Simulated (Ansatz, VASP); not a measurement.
## Ce: VASP beside Ansatz

One calculation is typed for both programs; each brings its own data sets and cutoff. How far apart do they land? The cell is taken from a series of VASP runs on this material, whose earlier steps may have relaxed, scaled or displaced it; both programs get it as it stands.

Method: plane waves, with VASP 6.6.1 beside it; relaxation of cell and atoms at PBEsol and relaxation of cell and atoms at LDA, in Ansatz 0.2.0.

In doubt: a part-filled 4f shell, where there is one, can sit in one of many states, so energies may not be the lowest and differences between runs may mislead; derivatives with an open 4f shell can jump between states, which bears on forces and vibrations.

## (1) Set-up

Symmetry: Fm-3m, No. 225, cubic system. The conventional cell has a = 4.582 Å, b = 4.582 Å, c = 4.582 Å, α = 90.00°, β = 90.00°, γ = 90.00°. Nearest to Ce lie 12 Ce at 3.24 Å.

Structure file:

```cif
data_structure
_symmetry_space_group_name_H-M 'Fm-3m'
_symmetry_Int_Tables_number 225
_cell_length_a 4.5824
_cell_length_b 4.5824
_cell_length_c 4.5824
_cell_angle_alpha 90.000
_cell_angle_beta 90.000
_cell_angle_gamma 90.000
_cell_volume 96.22
loop_
_atom_site_label
_atom_site_type_symbol
_atom_site_symmetry_multiplicity
_atom_site_Wyckoff_symbol
_atom_site_fract_x
_atom_site_fract_y
_atom_site_fract_z
_atom_site_occupancy
Ce1 Ce 4 a 0.00000 0.00000 0.00000 1
```

## (2) VASP: relaxation of cell and atoms, PBEsol

The relaxed volume is the usual yardstick between codes: its relative difference is about their pressure difference at one cell divided by the bulk modulus.

Lines of VASP's logs that name or quote its potential files are left out, and so is its time.

The input, INCAR:

```
SYSTEM = Ce
PREC = Accurate
ENCUT = 520
EDIFF = 1E-07
NELM = 150
ISMEAR = 1
SIGMA = 0.15
LREAL = .FALSE.
ALGO = Normal
GGA = PS
NBANDS = 12
ISPIN = 2
MAGMOM = 0
LASPH = .TRUE.
LMAXMIX = 6
AMIX = 0.2
BMIX = 1E-04
AMIX_MAG = 0.8
BMIX_MAG = 1E-04
LORBIT = 11
LWAVE = .FALSE.
LCHARG = .FALSE.
KPAR = 4
IBRION = 2
NSW = 50
ISIF = 3
EDIFFG = -0.005
```

The input, POSCAR:

```
Ce
1.0
    0.0000000000      2.2911841993      2.2911841993
    2.2911841993      0.0000000000      2.2911841993
    2.2911841993      2.2911841993      0.0000000000
Ce
1
Direct
    0.0000000000      0.0000000000      0.0000000000
```

The input, KPOINTS:

```
Automatic mesh
0
Gamma
16 16 16
0 0 0
```

Potentials, in the order of the species: Ce (PBE family, release 64).

The run is started by

```
> mpirun -np 4 vasp_std
```

Numbers of over 12 decimals in the logs are rounded to 6 here.

Output:

```text
[banner, memory and clock lines left out]
running    4 mpi-ranks, on    1 nodes
 distrk:  each k-point on    1 cores,    4 groups
 distr:  one band on    1 cores,    1 groups

 POSCAR found type information on POSCAR Ce
 POSCAR found :  1 types and       1 ions
|                                                                             |
|               ----> ADVICE to this user running VASP <----                  |
|                                                                             |
|     You enforced a specific xc type in the INCAR file but a different       |
|     [... a line on the potential file left out ...]
|     I HOPE YOU KNOW WHAT YOU ARE DOING!                                     |
|                                                                             |

 LDA part: xc-table for (Slater+PW92), standard interpolation
 POSCAR, INCAR and KPOINTS ok, starting setup
 FFT: planning ... GRIDC
 FFT: planning ... GRID_SOFT
 FFT: planning ... GRID
 WAVECAR not read
 entering main loop
       N       E                     dE             d eps       ncg     rms          rms(c)
DAV:   1     0.926591954954E+02    0.92659E+02   -0.52266E+03  6976   0.133E+03
DAV:   2    -0.131485499918E+01   -0.93974E+02   -0.87879E+02  8868   0.193E+02
DAV:   3    -0.708297301801E+01   -0.57681E+01   -0.54415E+01  8036   0.690E+01
DAV:   4    -0.731818823580E+01   -0.23522E+00   -0.22556E+00 12988   0.105E+01
DAV:   5    -0.732422569251E+01   -0.60375E-02   -0.60197E-02 10896   0.173E+00    0.129E+01
DAV:   6    -0.660894749264E+01    0.71528E+00   -0.22847E+00 11200   0.125E+01    0.568E+00
DAV:   7    -0.661207328752E+01   -0.31258E-02   -0.40161E-01 12664   0.397E+00    0.310E+00
DAV:   8    -0.672485681404E+01   -0.11278E+00   -0.11255E+00 11244   0.880E+00    0.410E+00
DAV:   9    -0.660956296091E+01    0.11529E+00   -0.12654E+00 10580   0.854E+00    0.117E+00
DAV:  10    -0.659814587216E+01    0.11417E-01   -0.72894E-02 10700   0.222E+00    0.274E-01
DAV:  11    -0.659844077262E+01   -0.29490E-03   -0.20136E-03  9928   0.272E-01    0.272E-01
DAV:  12    -0.659787180680E+01    0.56897E-03   -0.27854E-03 12076   0.401E-01    0.653E-02
DAV:  13    -0.659786148086E+01    0.10326E-04   -0.15728E-04 13132   0.977E-02    0.312E-02
DAV:  14    -0.659786393368E+01   -0.24528E-05   -0.25285E-06 10324   0.149E-02    0.168E-02
DAV:  15    -0.659786519616E+01   -0.12625E-05   -0.10498E-06 11928   0.107E-02    0.629E-03
DAV:  16    -0.659786474520E+01    0.45096E-06   -0.10888E-06 11872   0.796E-03    0.331E-03
DAV:  17    -0.659786459240E+01    0.15279E-06   -0.14374E-07  7556   0.305E-03    0.206E-03
DAV:  18    -0.659786446533E+01    0.12708E-06   -0.36559E-07 11556   0.417E-03    0.398E-04
DAV:  19    -0.659786447761E+01   -0.12285E-07   -0.52092E-09  3960   0.596E-04
   1 F= -.65978645E+01 E0= -.65980909E+01  d E =-.659786E+01  mag=    -0.0000
 curvature:   0.00 expect dE= 0.000E+00 dE for cont linesearch  0.000E+00
 trial: gam= 0.00000 g(F)=  0.000E+00 g(S)=  0.149E-03 ort = 0.000E+00 (trialstep = 0.100E+01)
 search vector abs. value=  0.149E-03
 bond charge predicted
       N       E                     dE             d eps       ncg     rms          rms(c)
DAV:   1    -0.660365756866E+01   -0.57931E-02   -0.86743E-02 10072   0.275E+00    0.795E-01
DAV:   2    -0.659821893753E+01    0.54386E-02   -0.39444E-02 10512   0.163E+00    0.661E-02
DAV:   3    -0.659806358663E+01    0.15535E-03   -0.63026E-04 11128   0.209E-01    0.451E-02
DAV:   4    -0.659792097960E+01    0.14261E-03   -0.23283E-04 12084   0.853E-02    0.403E-02
DAV:   5    -0.659791804375E+01    0.29359E-05   -0.65687E-06 12740   0.151E-02    0.360E-02
DAV:   6    -0.659793016046E+01   -0.12117E-04   -0.10711E-04 12232   0.529E-02    0.795E-03
DAV:   7    -0.659792889360E+01    0.12669E-05   -0.40835E-06 13192   0.149E-02    0.676E-04
DAV:   8    -0.659792892536E+01   -0.31763E-07   -0.11756E-07  6116   0.287E-03
   2 F= -.65979289E+01 E0= -.65981080E+01  d E =-.644477E-04  mag=     0.0000
 trial-energy change:   -0.000064  1 .order   -0.000062   -0.000149    0.000024
 step:   0.8681(harm=  0.8591)  dis= 0.00000  next Energy=    -6.597931 (dE=-0.661E-04)
 bond charge predicted
       N       E                     dE             d eps       ncg     rms          rms(c)
DAV:   1    -0.659803034633E+01   -0.10145E-03   -0.15153E-03 10032   0.362E-01    0.106E-01
DAV:   2    -0.659793576118E+01    0.94585E-04   -0.72666E-04 10696   0.222E-01    0.100E-02
DAV:   3    -0.659793243030E+01    0.33309E-05   -0.13670E-05 11120   0.308E-02    0.630E-03
DAV:   4    -0.659793013685E+01    0.22934E-05   -0.39836E-06 12032   0.114E-02    0.541E-03
DAV:   5    -0.659793010184E+01    0.35015E-07   -0.78797E-08  5576   0.187E-03
   3 F= -.65979301E+01 E0= -.65981158E+01  d E =-.656242E-04  mag=     0.0000
 curvature:  -0.43 expect dE=-0.130E-05 dE for cont linesearch -0.130E-05
 trial: gam= 0.00000 g(F)=  0.561E-64 g(S)=  0.303E-05 ort =-0.212E-04 (trialstep = 0.974E+00)
 search vector abs. value=  0.303E-05
 reached required accuracy - stopping structural energy minimisation
```

From OUTCAR (step 2):

```text
ion  position               nearest neighbor table
   1  0.000  0.000  0.000-

  LATTYP: Found a face centered cubic cell.
 ALAT       =     4.5823683986

 Subroutine GETGRP returns: Found 48 space group operations
 (whereof 48 operations were pure point group operations)

The static configuration has the point symmetry O_h .

 Found    145 irreducible k-points:

   k-points           NKPTS =    145   k-points in BZ     NKDIM =    145   number of bands    NBANDS=     12

   dimension x,y,z NGX =    24 NGY =   24 NGZ =   24
   dimension x,y,z NGXF=    48 NGYF=   48 NGZF=   48

   ENCUT  =  520.0 eV  38.22 Ry    6.18 a.u.   6.02  6.02  6.02*2*pi/ulx,y,z

   NELECT =      12.0000    total number of electrons

 k-points in reciprocal lattice and weights: Automatic mesh
   0.00000000  0.00000000  0.00000000       0.000
   0.06250000  0.00000000  0.00000000       0.002
   0.12500000  0.00000000  0.00000000       0.002
   0.18750000  0.00000000  0.00000000       0.002
   0.25000000  0.00000000  0.00000000       0.002
   0.31250000  0.00000000  0.00000000       0.002
   0.37500000  0.00000000  0.00000000       0.002
   0.43750000  0.00000000  0.00000000       0.002
   0.50000000  0.00000000  0.00000000       0.001
[...]
-0.31250000  0.50000000  0.18750000       0.003
  -0.25000000  0.50000000  0.25000000       0.001

 average (electrostatic) potential at core
       1 -73.0609

 E-fermi :  10.4785

 spin component 1
 k-point     1 :       0.0000    0.0000    0.0000
  band No.  band energies     occupation
    ...
      2      -5.1102      1.00000
      3      -5.1102      1.00000
      4      -5.1102      1.00000
      5       7.8293      1.00000
      6      10.1377      1.00302
      7      10.8618     -0.00090
      8      10.8618     -0.00090
      9      10.8618     -0.00090
     10      11.7556     -0.00000
     11      11.7556     -0.00000
    ...

 k-point     2 :       0.0625    0.0000    0.0000
  band No.  band energies     occupation
    ...
      2      -5.2849      1.00000
      3      -5.1291      1.00000
      4      -5.1291      1.00000
      5       8.0355      1.00000
      6      10.0698      1.00040
      7      10.8421     -0.00162
      8      10.8685     -0.00073
      9      10.8685     -0.00073
     10      11.5843     -0.00000
     11      11.5843     -0.00000
    ...

 k-point     3 :       0.1250    0.0000    0.0000
  band No.  band energies     occupation
    ...
      2      -5.7586      1.00000
      3      -5.1824      1.00000
      4      -5.1824      1.00000
      5       8.5323      1.00000
      6       9.9587      1.00001
      7      10.7850     -0.00694
      8      10.8886     -0.00038
      9      10.8886     -0.00038
     10      11.3790     -0.00000
     11      11.3790     -0.00000
    ...

 k-point     4 :       0.1875    0.0000    0.0000
  band No.  band energies     occupation
    ...
      2      -6.4133      1.00000
      3      -5.2607      1.00000
      4      -5.2607      1.00000
      5       8.8625      1.00000
      6      10.1467      1.00380
      7      10.7011     -0.02835
      8      10.9225     -0.00012
      9      10.9225     -0.00012
     10      11.2327     -0.00000
     11      11.2327     -0.00000
    ...

 k-point     5 :       0.2500    0.0000    0.0000
  band No.  band energies     occupation
      1     -24.1288      1.00000
      2      -7.1233      1.00000
      3      -5.3508      1.00000
      4      -5.3508      1.00000
      5       8.7583      1.00000
      6      10.5203      0.27396
      7      10.7517     -0.01362
      8      10.9638     -0.00002
      9      10.9638     -0.00002
     10      11.1498     -0.00000
    ...

 k-point     6 :       0.3125    0.0000    0.0000
  band No.  band energies     occupation
    ...
      2      -7.7835      1.00000
      3      -5.4387      1.00000
      4      -5.4387      1.00000
      5       8.5411      1.00000
      6      10.4365      0.72688
      7      10.9804     -0.00001
      8      10.9804     -0.00001
      9      11.0885     -0.00000
     10      11.1565     -0.00000
     11      11.1565     -0.00000
    ...

  Total        0.0045785      0.0045785      0.0045785     -0.0000000     -0.0000000      0.0000000
  in kB        0.3061814      0.3061814      0.3061814     -0.0000000     -0.0000000      0.0000000
  external PRESSURE =       0.3061814 kB  Pullay stress =       0.0000000 kB

  energy-cutoff  :      520.00
  volume of cell :       23.96
      direct lattice vectors                 reciprocal lattice vectors
     0.000000000  2.288107654  2.288107654    -0.218521187  0.218521187  0.218521187
     2.288107654  0.000000000  2.288107654     0.218521187 -0.218521187  0.218521187
     2.288107654  2.288107654  0.000000000     0.218521187  0.218521187 -0.218521187

 POSITION                                       TOTAL-FORCE (eV/Angst)
 -----------------------------------------------------------------------------------
      0.00000      0.00000      0.00000         0.000000      0.000000     -0.000000
 -----------------------------------------------------------------------------------
    total drift:                                0.000000      0.000000     -0.000000

  FREE ENERGIE OF THE ION-ELECTRON SYSTEM (eV)
  ---------------------------------------------------
  free  energy   TOTEN  =        -6.5979301018 eV

  energy  without entropy=       -6.5984872384  energy(sigma->0) =       -6.59811581

 reached required accuracy - stopping structural energy minimisation

 total charge
# of ion       s       p       d       f       tot
--------------------------------------------------
    1        2.079   5.531   1.374   1.058  10.042

 magnetization (x)
# of ion       s       p       d       f       tot
--------------------------------------------------
    1       -0.000  -0.000   0.000   0.000  -0.000

[... 1 further part left out ...]
```

CONTCAR:

```
Ce
   1.00000000000000
     0.0000000000000000    2.2881076536001825    2.2881076536001825
     2.2881076536001825    0.0000000000000000    2.2881076536001825
     2.2881076536001825    2.2881076536001825    0.0000000000000000
  Ce
     1
Direct
     0.0000000000000000    0.0000000000000000    0.0000000000000000
```

This run allows spin, but its moments start at zero, where symmetry between the spins tends to hold them, although Ce can carry a moment. Without U or exact exchange, f electrons of an open shell come out too delocalised.

[end of part 1 of 2]

[Lines on the potential files, build, host, timing and source positions are cut from VASP's logs without a mark.]

[Logs are printed without paths, hosts, clocks, repeated set-up lines and the standing remarks that a program may print on its own settings, such as how far it seeks lower states.]

[Hosts, paths, dates, database ids (printed as entryN), source tags and the programs' standing remarks are cut or masked in the printed files.]
